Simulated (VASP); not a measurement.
# HfIn4SiO6: single point with PBE

The system is HfIn4SiO6.

```
CELL_PARAMETERS angstrom
2.71603 -4.70332 0.00448
2.71603 4.70332 0.00448
-1.86309 0.00000 7.40415
ATOMIC_POSITIONS crystal
Hf 0.20480 0.79520 0.00000
In 0.37139 0.62861 0.50000
In 0.53812 0.46188 0.00000
In 0.03500 0.96500 0.50000
In 0.70907 0.29093 0.50000
Si 0.87146 0.12854 0.00000
O 0.10741 0.06918 0.86667
O 0.93082 0.89259 0.13333
O 0.83975 0.37820 0.86669
O 0.62180 0.16025 0.13331
O 0.19813 0.46891 0.13338
O 0.53109 0.80187 0.86662
```

The cell was built by a generator and needn't be a form met in nature.

| Property | Result |
| --- | --- |
| Program | VASP 6.6.1 |
| Task | single point |
| Functional | PBE |
| Potentials or basis | VASP PAW PBE potentials, release 64 (Hf_pv, In_d, Si, O) |
| Cutoff | 520 eV |
| k mesh | 6 × 6 × 4 |
| Occupations | fermi-dirac, width 0.05 eV |
| Spin | no spin polarisation |
| Further INCAR settings | ALGO = Normal; EDIFF = 1e-07; NBANDS = 63 |

```json
{
  "Pressure": "-0.4 GPa",
  "Largest force": "0.132 eV/Å",
  "Band gap on the k mesh": "none (metal or under the smearing width)"
}
```

Forces in eV/Å, atoms in the order of the input:
```
Hf   0.000 -0.007  0.000
In   0.000 -0.002  0.000
In   0.000 -0.001  0.000
In   0.000 -0.001  0.000
In   0.000  0.005  0.000
Si   0.000 -0.005  0.000
O   -0.047 -0.116  0.028
O    0.047 -0.116 -0.028
O    0.121  0.017  0.025
O   -0.121  0.017 -0.025
O    0.075  0.105 -0.027
O   -0.075  0.105  0.027
```

Stress tensor (GPa, compression positive):
```
-0.33  0.00 -0.01
 0.00 -0.39  0.00
-0.01  0.00 -0.46
```

Levels at points of the mesh, in eV from the Fermi level:
```csv
k point,band 47,band 48,band 49,band 50,band 51,band 52,band 53,band 54,band 55,band 56
"(0.00, 0.00, 0.00)",-3.72,-3.62,-0.86,-0.66,-0.35,-0.21,-0.04,-0.01,0.49,0.89
"(0.50, 0.00, 0.00)",-3.70,-3.63,-3.41,-2.27,-1.97,1.12,1.51,1.86,1.99,2.16
"(0.50, 0.50, 0.00)",-3.78,-3.68,-3.55,-2.19,-1.77,1.20,1.60,1.63,2.02,2.23
"(0.00, 0.00, 0.50)",-3.62,-3.43,-1.10,-0.85,-0.66,-0.19,-0.15,-0.05,-0.01,1.61
"(0.50, 0.00, 0.50)",-3.65,-3.45,-3.22,-2.18,-1.77,0.94,1.36,1.92,2.02,2.13
"(0.50, 0.50, 0.50)",-3.64,-3.36,-3.14,-2.27,-1.94,0.86,1.40,1.95,2.07,2.21
```

Run time: 2.4 min on 4 MPI ranks on Intel(R) Xeon(R) 6975P-C (Granite Rapids), with other jobs on the host, peak memory 0.62 GiB a rank.

Spin-orbit coupling is left out, which matters for the levels of Hf.
